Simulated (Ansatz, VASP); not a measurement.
# Cross-check of ZnO (zincite) between VASP and Ansatz

Aim: how closely do two programs agree when they are given the same cell, functional and k mesh? The structure shown is the end of the Ansatz relaxation below.

Calculated with Ansatz 0.2.0; plane waves, with VASP 6.6.1 beside it; single point at PBE.

## Step 1: The structure

Symmetry: P6_3mc, No. 186, hexagonal system. The conventional cell has a = 3.167 Å, b = 3.167 Å, c = 5.109 Å, α = 90.00°, β = 90.00°, γ = 120.00°. Nearest to O lie 4 Zn at 1.93 to 1.94 Å. Nearest to Zn lie 4 O at 1.93 to 1.94 Å. Farther neighbours and most contacts between anions are not listed.

As a file:

```cif
data_structure
_symmetry_space_group_name_H-M 'P 1'
_symmetry_Int_Tables_number 1
_cell_length_a 3.1674
_cell_length_b 3.1674
_cell_length_c 5.1095
_cell_angle_alpha 90.000
_cell_angle_beta 90.000
_cell_angle_gamma 120.000
_cell_volume 44.39
loop_
_atom_site_label
_atom_site_type_symbol
_atom_site_fract_x
_atom_site_fract_y
_atom_site_fract_z
_atom_site_occupancy
O1 O 0.66667 0.33333 0.37905 1
O2 O 0.33333 0.66667 0.87905 1
Zn3 Zn 0.33333 0.66667 0.49996 1
Zn4 Zn 0.66667 0.33333 0.99996 1
```

## Step 2: Ansatz: relaxation, PBE

Ansatz runs on its PAW soft_1 files.

This run makes the geometry at which the two programs are then compared.

input.yaml reads:

```yaml
crystal:
  lattice:
    - [3.1672835571, 0.0, 0.0]
    - [-1.5836417785, 2.7429480214, 0.0]
    - [0.0, 0.0, 5.1097659439]
  atoms:
    - { symbol: O, position: [0.6666666667, 0.3333333333, 0.3790555417] }
    - { symbol: O, position: [0.3333333333, 0.6666666667, 0.8790555417] }
    - { symbol: Zn, position: [0.3333333333, 0.6666666667, 0.4999544583] }
    - { symbol: Zn, position: [0.6666666667, 0.3333333333, -4.55417e-05] }
kpoints:
  mp_grid: { grid: [15, 15, 10] }
hamiltonian:
  xc: pbe
  pseudopotentials: { kind: paw, azcp: { folder: soft_1 } }
scf:
  occupations: { method: gaussian, width: 0.02 }
output:
  forces: true
  stress: true
  eigenvalues: true
relax:
  adjacent_minimum: "off"
  f_tol: 0.001
  max_steps: 60
  cell: { stress_tol: 0.01, fix: [volume] }
```

Launch:

```sh
> ansatz run input.yaml --threads 4 --pin off --max-ram 16384MiB --backend cpu --events-out ev --progress --plain --runs-dir out
```

Numbers of over 12 decimals in the logs are rounded to 6 here.

The log of the run:

```text
Engine: ansatz 0.2.0, aarch64-unknown-linux-gnu
Pseudopotentials: kind: paw
Pseudopotential: O, paw, valence charge 6, recommended cutoff 420 eV (normal), soft_1/O.paw.azcp
Pseudopotential: Zn, paw, valence charge 12, recommended cutoff 420 eV (normal), soft_1/Zn.paw.azcp
Functional definition: PBE
  parameter kappa = 0.804
  parameter beta = 0.066725
  exchange = pbe_x(kappa = kappa, mu = beta*pi^2/3)
  correlation = pbe_c(beta = beta)
Crystal: 4 atoms, lattice volume = 44.392 Å³
Basis set: ecut = 420 eV, 857 PW (Γ), exchange–correlation on 48×48×72 points (8 copies of the dense FFT grid, shifted against one another)
Bands: 22, of which v1, the nominal top of the filled ones, is band 18 counted from 1 (17 counted from 0)
Symmetry: 12 space group operations
Space group: P63mc (ITA 186), of the structure as read, at distance tolerance 3.5e-5 Å
k-points: 162 of 2250 (time reversal used)
Non-local potential: O, projectors of the file, l = 0: 2, l = 1: 2, l = 2: 1
Non-local potential: Zn, projectors of the file, l = 0: 2, l = 1: 2, l = 2: 3, l = 3: 1
PAW form: soft (Blöchl's): semilocal exchange-correlation on the pseudo side does not see the compensation charge
PAW one-centre angular grid: O, 110 points (default); XC on 64 Gauss nodes
PAW one-centre angular grid: Zn, 590 points (default); XC on 64 Gauss nodes
Initial density: superposition of atomic densities (chi_scale 0.1, normalization cell, long waves kept (reshape's long-wave potential 0.00 eV rms))
Initial wavefunctions: pseudopotential atomic-orbital guess
Functional: x = pbe(κ = 0.804, μ = 0.219515), c = pbe(β = 0.066725)
SCF iter   1: F=—  HF=-7774.381854 eV  |F-HF|=—  |Δ(HF+E_count)|=         —  Δρ=1.12e-1  dr2=3.01e0  ethr=3.10e-3  ⟨swp⟩=6.1  Hψ=18607  notcnv=0
preconditioner: auto → Resta (q_TF=auto, 2.635 Å⁻¹)  ε∞=6.4  [insulator: Δε(μ)=1.499 eV  Ē_g=14.372 eV  σ=0.020 eV  W_gap=1.00  n_scr=22 (ndim 8)  ℏωp=33.4 eV  f_vac=0.000  D(μ)=0.00/eV (n_scr^D=0)  ε∞_Penn≈6.4]
SCF iter   2: F=—  HF=-7773.565429 eV  |F-HF|=—  |Δ(HF+E_count)|=   8.16e-1  Δρ=2.44e-2  dr2=2.35e-1  ethr=3.10e-3  ⟨swp⟩=2.4  Hψ=8183  notcnv=0
SCF iter   3: F=—  HF=-7773.462089 eV  |F-HF|=—  |Δ(HF+E_count)|=   1.03e-1  Δρ=1.96e-2  dr2=1.39e-1  ethr=6.53e-4  ⟨swp⟩=2.0  Hψ=8099  notcnv=0
SCF iter   4: F=—  HF=-7773.453241 eV  |F-HF|=—  |Δ(HF+E_count)|=   8.85e-3  Δρ=7.64e-3  dr2=1.39e-2  ethr=3.85e-4  ⟨swp⟩=2.0  Hψ=6792  notcnv=0
SCF iter   5: F=—  HF=-7773.463670 eV  |F-HF|=—  |Δ(HF+E_count)|=   1.04e-2  Δρ=3.75e-3  dr2=3.58e-3  ethr=3.87e-5  ⟨swp⟩=3.0  Hψ=8726  notcnv=0
SCF iter   6: F=—  HF=-7773.463245 eV  |F-HF|=—  |Δ(HF+E_count)|=   4.25e-4  Δρ=1.21e-3  dr2=3.72e-4  ethr=9.94e-6  ⟨swp⟩=2.6  Hψ=6944  notcnv=0
SCF iter   7: F=—  HF=-7773.463560 eV  |F-HF|=—  |Δ(HF+E_count)|=   3.15e-4  Δρ=4.08e-4  dr2=3.60e-5  ethr=1.03e-6  ⟨swp⟩=2.0  Hψ=6614  notcnv=0
SCF iter   8: F=—  HF=-7773.463628 eV  |F-HF|=—  |Δ(HF+E_count)|=   6.76e-5  Δρ=4.54e-5  dr2=9.70e-7  ethr=9.99e-8  ⟨swp⟩=2.0  Hψ=6104  notcnv=0
SCF iter   9: F=-7773.463630 eV  HF=-7773.463630 eV  |F-HF|=1.77e-8  |Δ(HF+E_count)|=   2.13e-6  Δρ=1.23e-5  dr2=4.52e-8  ethr=2.78e-10  ⟨swp⟩=4.0  Hψ=19798  notcnv=0
SCF 1 converged in 9 iterations: F = -7773.463630 eV  dr2 = 4.52e-8
  greatest PAW one-centre occupation: 0.988 electrons in one spin orbital (limit 2), on the Zn atom at site 3 (counted from 0), in its partial waves of l = 2
relax step   1: F+E_penalty+E_count = -7773.46363002 eV  Δ(F+E_penalty+E_count) = +0.000e0 eV  max|allowed force component| = 1.373e-3 eV/Å  Δτ_max = 0.0000 Å  P = +17.192 GPa  Ω = 44.392 Å³  fix = [volume]  reactions: volume +17.192 GPa  (9 SCF iters, dr2 threshold 1.00e-7 eV, accepted)
[...]
relax step   2: F+E_penalty+E_count = -7773.46363017 eV  Δ(F+E_penalty+E_count) = -1.525e-7 eV  max|allowed force component| = 9.079e-4 eV/Å  Δτ_max = 0.0000 Å  P = +17.192 GPa  Ω = 44.392 Å³  fix = [volume]  reactions: volume +17.192 GPa  (5 SCF iters, dr2 threshold 7.69e-10 eV, accepted)
[...]
relax step   3: F+E_penalty+E_count = -7773.46363025 eV  Δ(F+E_penalty+E_count) = -7.833e-8 eV  max|allowed force component| = 2.126e-4 eV/Å  Δτ_max = 0.0000 Å  P = +17.192 GPa  Ω = 44.392 Å³  energy of the carried Pulay correction = -2.286e-17 eV  fix = [volume]  reactions: volume +17.192 GPa  (4 SCF iters, dr2 threshold 2.60e-10 eV, accepted)
[...]
relax step   4: F+E_penalty+E_count = -7773.46363240 eV  Δ(F+E_penalty+E_count) = -2.151e-6 eV  max|allowed force component| = 2.153e-4 eV/Å  Δτ_max = 0.0000 Å  P = +17.192 GPa  Ω = 44.392 Å³  fix = [volume]  reactions: volume +17.192 GPa  stress off target by 3.01e-3 GPa on what of the cell is left free  SCF on the basis re-selected at this cell (its energy is not comparable with the rows above)  (9 SCF iters)
basis re-selected at this cell: Δ(F+E_penalty+E_count) = -2.151e-6 eV, ΔP = -0.000 GPa vs the last step (what re-selecting the basis moved, of the pressure what is left beyond the Pulay correction that the steps carried, after the strain that the cell walked since its last selection, with what the two solves' SCF thresholds leave and, on support functions, any second-order correction that the steps lacked; it is no m [...]
SCF converged after 9 iterations
Free energy (F): -7773.463632 eV
Harris-Foulkes:  -7773.463632 eV  (|F-HF|=9.09e-13)
Internal energy: -7773.463632 eV  (E = F + TS)
E sigma→0 (E₀):  -7773.463632 eV
Fermi energy:    8.721873 eV
--- Per-component energies (eV) ---
  E_band       = 94.167512
  E_kinetic    = 635.294138
  E_local      = -4335.071900  (includes V_loc(G=0)·N_el)
  E_nonlocal   = 1756.766699
  E_hartree    = 1629.044401
  E_xc         = -299.952389
  E_vxc        = -284.805202  (∫ρ·V_xc dr)
  E_paw        = -4127.086230  (= ΣΔE_a)
  E_vpaw       = -936.106191  (= ΣTr[D̂ρ^β])
  E_aug_tail   = 0.001184  (compensation charges beyond the density's cutoff)
  E_ewald      = -3032.459535
  E_smearing   = -0.000000  (= −TS)
  E_closure    = -0.000000  (closes the sum)
  Σ components = -7773.463632   (vs F -7773.463632, Δ=0.00e0)
--- Forces (eV/Å), atoms counted from 1 ---
  atom   1  O     -0.00000000     0.00000000    -0.00021552
  atom   2  O      0.00000000     0.00000000    -0.00021552
  atom   3  Zn    -0.00000000    -0.00000000     0.00021514
  atom   4  Zn     0.00000000     0.00000000     0.00021514
  max |Σ_I F_I| component: 7.57e-7 eV/Å
--- Stress (GPa, compression-positive) ---
       17.190840      -0.000000       0.000000
       -0.000000      17.190840       0.000000
        0.000000       0.000000      17.195361
  P = ⅓ Tr σ = 17.1923 GPa (171.923 kbar)
--- Band table (eV; the first three rows and the last of 162) ---
  k-point 0: bands = [... 14 lower, 7.4012, 8.1619, 8.2771, 8.2771, 9.1663, 13.7745, 16.6973, 21.5680]
  k-point 1: bands = [... 14 lower, 7.4229, 7.9138, 8.2560, 8.2560, 9.4494, 13.6785, 16.7796, 21.5664]
  k-point 2: bands = [... 14 lower, 7.4860, 7.4860, 8.1953, 8.1953, 9.9980, 13.4068, 17.0197, 21.3863]
  k-point 161: bands = [... 14 lower, 5.3750, 5.3750, 6.8818, 6.8818, 16.3927, 16.3927, 16.5995, 16.5995]
--- Relaxed structure (3 steps of the walk, 3 accepted, 1 SCFs on fresh bases) ---
  F+E_penalty+E_count = -7773.46363240 eV   max|allowed force component| = 2.153e-4 eV/Å   (the final SCF, on the basis selected at the relaxed cell)
  cell:  # Å, volume = 44.3921 Å³
    - [3.167370, -2.8868263728302274e-11, 0]
    - [-1.583685, 2.743023, 0]
    - [0, 0, 5.109488]
  atoms:
    - { symbol: O, position: [0.666667, 0.333333, 0.379055] }
    - { symbol: O, position: [0.333333, 0.666667, 0.879055] }
    - { symbol: Zn, position: [0.333333, 0.666667, 0.499955] }
    - { symbol: Zn, position: [0.666667, 0.333333, -4.456977928978058e-5] }
```

Reading the cycles: dr2 is the Hartree energy of the density residual (eV), the measure of convergence; HF is the Harris–Foulkes estimate of the energy, which meets the free energy F at convergence.

## Step 3: VASP: single point, PBE, pair 1

The same cell, functional, mesh and smearing now go to VASP, with its own data sets.

Lines of VASP's logs that name or quote its potential files are left out, and so is its time.

INCAR reads:

```
SYSTEM = ZnO
PREC = Accurate
ENCUT = 600
EDIFF = 1E-06
NELM = 120
ISMEAR = 0
SIGMA = 0.02
LREAL = .FALSE.
ALGO = Normal
GGA = PE
NBANDS = 24
LORBIT = 11
LWAVE = .FALSE.
LCHARG = .FALSE.
ISIF = 2
LASPH = .TRUE.
GGA_COMPAT = .FALSE.
EFERMI = MIDGAP
KPAR = 2
```

POSCAR reads:

```
ZnO
1.0
    3.1673696605      0.0000000000      0.0000000000
   -1.5836848302      2.7430225892      0.0000000000
    0.0000000000      0.0000000000      5.1094881345
O Zn
2 2
Direct
    0.6666666667      0.3333333333      0.3790545698
    0.3333333333      0.6666666667      0.8790545698
    0.3333333333      0.6666666667      0.4999554302
    0.6666666667      0.3333333333      0.9999554302
```

KPOINTS reads:

```
Automatic mesh
0
Gamma
15 15 10
0 0 0
```

Potentials, in the order of the species: O and Zn (PBE family, release 64).

Launch:

```sh
> mpirun -np 2 vasp_std
```

The log of the run:

```text
[banner, memory and clock lines left out]
running    2 mpi-ranks, on    1 nodes
 distrk:  each k-point on    1 cores,    2 groups
 distr:  one band on    1 cores,    1 groups

 POSCAR found type information on POSCAR O Zn
 POSCAR found :  2 types and       4 ions
 LDA part: xc-table for (Slater+PW92), standard interpolation
 POSCAR, INCAR and KPOINTS ok, starting setup
 FFT: planning ... GRIDC
 FFT: planning ... GRID_SOFT
 FFT: planning ... GRID
 WAVECAR not read
 entering main loop
       N       E                     dE             d eps       ncg     rms          rms(c)
DAV:   1     0.304571344166E+03    0.30457E+03   -0.20422E+04  7872   0.246E+03
DAV:   2     0.873178097085E+01   -0.29584E+03   -0.28106E+03  8432   0.460E+02
DAV:   3    -0.203838654881E+02   -0.29116E+02   -0.28887E+02  8864   0.148E+02
DAV:   4    -0.208473420283E+02   -0.46348E+00   -0.46317E+00  9024   0.194E+01
DAV:   5    -0.208501142015E+02   -0.27722E-02   -0.27721E-02  8952   0.144E+00    0.164E+01
DAV:   6    -0.174234503163E+02    0.34267E+01   -0.85880E+00 12688   0.650E+01    0.103E+01
DAV:   7    -0.176216565359E+02   -0.19821E+00   -0.28084E+00  7792   0.180E+01    0.602E+00
DAV:   8    -0.176364535474E+02   -0.14797E-01   -0.56166E-01 11808   0.813E+00    0.165E+00
DAV:   9    -0.175847691412E+02    0.51684E-01   -0.12853E-01 12144   0.704E+00    0.299E-01
DAV:  10    -0.175879007589E+02   -0.31316E-02   -0.44251E-02  7832   0.150E+00    0.161E-01
DAV:  11    -0.175877786127E+02    0.12215E-03   -0.10633E-03 11456   0.487E-01    0.405E-02
DAV:  12    -0.175878380700E+02   -0.59457E-04   -0.14225E-04  8704   0.214E-01    0.317E-02
DAV:  13    -0.175878308861E+02    0.71839E-05   -0.28532E-05 11344   0.144E-01    0.111E-02
DAV:  14    -0.175878309142E+02   -0.28089E-07   -0.13925E-05  8336   0.337E-02    0.375E-03
DAV:  15    -0.175878304392E+02    0.47495E-06   -0.10432E-06  5848   0.944E-03
   1 F= -.17587830E+02 E0= -.17587830E+02  d E =0.000000E+00
```

OUTCAR, selected parts (step 3):

```text
ion  position               nearest neighbor table
   1  0.667  0.333  0.379-   3 1.93   3 1.93   3 1.93   4 1.94
   2  0.333  0.667  0.879-   4 1.93   4 1.93   4 1.93   3 1.94
   3  0.333  0.667  0.500-   1 1.93   1 1.93   1 1.93   2 1.94
   4  0.667  0.333  1.000-   2 1.93   2 1.93   2 1.93   1 1.94

  LATTYP: Found a hexagonal cell.
 ALAT       =     3.1673696605
 C/A-ratio  =     1.6131644494

 Subroutine GETGRP returns: Found 12 space group operations
 (whereof  6 operations were pure point group operations)

The static configuration has the point symmetry C_3v.
 The point group associated with its full space group is C_6v.

 Found    162 irreducible k-points:

   k-points           NKPTS =    162   k-points in BZ     NKDIM =    162   number of bands    NBANDS=     24

   dimension x,y,z NGX =    28 NGY =   28 NGZ =   42
   dimension x,y,z NGXF=    56 NGYF=   56 NGZF=   84

   ENCUT  =  600.0 eV  44.10 Ry    6.64 a.u.   6.33  6.33 10.20*2*pi/ulx,y,z

   NELECT =      36.0000    total number of electrons

 k-points in reciprocal lattice and weights: Automatic mesh
   0.00000000  0.00000000  0.00000000       0.000
   0.06666667 -0.00000000  0.00000000       0.003
   0.13333333  0.00000000  0.00000000       0.003
   0.20000000  0.00000000  0.00000000       0.003
   0.26666667  0.00000000  0.00000000       0.003
   0.33333333 -0.00000000  0.00000000       0.003
   0.40000000  0.00000000  0.00000000       0.003
   0.46666667  0.00000000  0.00000000       0.003
   0.06666667  0.06666667  0.00000000       0.003
[...]
0.33333333  0.26666667  0.50000000       0.005
   0.33333333  0.33333333  0.50000000       0.001

 average (electrostatic) potential at core
       1 -72.7433       2 -72.7433       3 -35.2574       4 -35.2574

 E-fermi :   2.3121

 k-point     1 :       0.0000    0.0000    0.0000
  band No.  band energies     occupation
    ...
     14       0.9940      2.00000
     15       0.9940      2.00000
     16       1.7585      2.00000
     17       1.8714      2.00000
     18       1.8714      2.00000
     19       2.7528      0.00000
     20       7.3549      0.00000
     21      10.2946      0.00000
     22      15.1319      0.00000
     23      15.1319      0.00000
    ...

 k-point     2 :       0.0667   -0.0000    0.0000
  band No.  band energies     occupation
    ...
     14       0.8201      2.00000
     15       0.9278      2.00000
     16       1.5300      2.00000
     17       1.7274      2.00000
     18       1.8359      2.00000
     19       3.1530      0.00000
     20       7.5581      0.00000
     21      10.2878      0.00000
     22      14.5780      0.00000
     23      15.1824      0.00000
    ...

 k-point     3 :       0.1333    0.0000    0.0000
  band No.  band energies     occupation
    ...
     14       0.3477      2.00000
     15       0.7415      2.00000
     16       1.0120      2.00000
     17       1.6297      2.00000
     18       1.7333      2.00000
     19       3.8575      0.00000
     20       8.0909      0.00000
     21      10.2642      0.00000
     22      13.5186      0.00000
     23      15.3026      0.00000
    ...

  Total        5.0770725      5.0770725      5.0789218      0.0000000      0.0000000      0.0000000
  in kB      183.2392117    183.2392117    183.3059571      0.0000000      0.0000000      0.0000000
  external PRESSURE =     183.2614602 kB  Pullay stress =       0.0000000 kB

  energy-cutoff  :      600.00
  volume of cell :       44.39
      direct lattice vectors                 reciprocal lattice vectors
     3.167369660  0.000000000  0.000000000     0.315719385  0.182280672  0.000000000
    -1.583684830  2.743022589  0.000000000     0.000000000  0.364561343  0.000000000
     0.000000000  0.000000000  5.109488135     0.000000000  0.000000000  0.195714321

 POSITION                                       TOTAL-FORCE (eV/Angst)
 -----------------------------------------------------------------------------------
      1.58368      0.91434      1.93677        -0.000000     -0.000000     -0.000896
     -0.00000      1.82868      4.49152        -0.000000      0.000000     -0.000896
     -0.00000      1.82868      2.55452         0.000000      0.000000      0.000896
      1.58368      0.91434      5.10926        -0.000000     -0.000000      0.000896
 -----------------------------------------------------------------------------------
    total drift:                               -0.000000     -0.000000     -0.000513

  FREE ENERGIE OF THE ION-ELECTRON SYSTEM (eV)
  ---------------------------------------------------
  free  energy   TOTEN  =       -17.5878304392 eV

  energy  without entropy=      -17.5878304392  energy(sigma->0) =      -17.58783044

 total charge
# of ion       s       p       d       tot
------------------------------------------
    1        1.546   3.502   0.000   5.048
    2        1.546   3.502   0.000   5.048
    3        0.479   0.554   9.932  10.965
    4        0.479   0.554   9.932  10.965
--------------------------------------------------
tot          4.049   8.113  19.865  32.026

[... 3 further parts left out ...]
```

The run ends at a pressure of 18.33 GPa, with forces up to 9.0e-4 eV/Å.

(Continued in part 2 of 2.)

[Lines on the potential files, build, host, timing and source positions are cut from VASP's logs without a mark.]

[Logs are printed without paths, hosts, clocks, repeated set-up lines and the standing remarks that a program may print on its own settings, such as how far it seeks lower states.]

[Hosts, paths, dates, database ids (printed as entryN), source tags and the programs' standing remarks are cut or masked in the printed files.]
